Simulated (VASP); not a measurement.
```yaml
crystal:
  lattice:
    - [2.89554, 0.00000, 0.00000]
    - [-1.44777, 2.50761, 0.00000]
    - [0.00000, 0.00000, 4.59013]
  atoms:
    - { symbol: Ti, position: [0.66667, 0.33333, 0.75000] }
    - { symbol: Ti, position: [0.33333, 0.66667, 0.25000] }
```

These are PBEsol GGA, VASP's PBE PAW potentials (set 64) (plane waves; VASP) values and carry that method's errors. Settings: PREC = Normal, EDIFF = 1E-5, 400 eV cut-off, 16×16×9 Γ-centred mesh, first-order Methfessel-Paxton smearing of 0.10 eV, potentials Ti_sv.

### Question
Estimate the energy per atom (σ→0), band gap (on the k-mesh) with the smallest direct gap where there is one.

### Answer

```json
{
  "band gap (on the k-mesh)": "none (metal, semimetal or under 0.01 eV)",
  "energy per atom (σ→0)": "-8333 meV/atom"
}
```

Only differences to runs with the same potentials and settings are physical.

The compound is Ti in the hcp structure. It was relaxed first, which changed the volume by -6 %.
